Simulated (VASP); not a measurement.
Input:

```xyz
2
Lattice="0.0000 1.7452 1.7452 1.7452 0.0000 1.7452 1.7452 1.7452 0.0000" Properties=species:S:1:pos:R:3 pbc="T T T"
C      0.0000     0.0000     0.0000
C      0.8726     0.8726     0.8726
```

All values below come from r2SCAN meta-GGA, VASP's PBE PAW potentials (set 64) (plane waves; VASP). Run with 520 eV cut-off, 13×13×13 Γ-centred mesh, Gaussian smearing of 0.050 eV, potentials C.

Give the stress tensor in GPa (positive for a compressed cell).

```
31.23   0.00   0.00
 0.00  31.23   0.00
 0.00   0.00  31.23
```
The pressure is its mean diagonal, 31.23 GPa.

The compound is C in the diamond structure. This cell is one point of a volume scan, at 0.94 of the reference volume.
